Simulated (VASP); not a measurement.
Runs of VASP 6.6.1 on Na4Ir. It takes space group F-43m (No. 216, cubic). The conventional cell has a = 11.547 Å, b = 11.547 Å, c = 11.547 Å, α = 90.00°, β = 90.00°, γ = 90.00°. Na (site symmetry 3m) is surrounded by 1 Ir at 2.77 Å. Around Ir (site symmetry -43m) lie 4 Na at 2.77 Å. The cell was built by a generator and needn't be a form met in nature.

```tsv
level	gap on the mesh (eV)	pressure (GPa)	relaxed volume (Å³/atom)
PBE+D4	none	0.0	75.37
PBE+D3(BJ)	none	0.0	74.50
PBE+TS	none	0.0	68.22
PBE+D3	none	0.0	(a)
PBE	none	0.0	77.60
PBE+D2	none	0.0	(b)
```

Alike in all rows: task relaxation of cell and atoms; potentials or basis VASP PAW PBE potentials, release 64 (Na_pv, Ir); no spin polarisation; cell relaxed; k mesh 3 × 3 × 3; cutoff (eV) 600; smearing fermi-dirac 0.05 eV.

Q: Fill in the values left out.

A: (a) 76.17; (b) 77.23.

Caveats: pairwise dispersion overbinds metals, which lowers pressure and volume (some runs); atom-pairwise D2, TS and ULG terms overbind metals (some runs).

A k mesh can miss the band edges, and the runs leave out spin-orbit coupling on Ir.

A gap of «none» marks a metal or a gap under the smearing width.
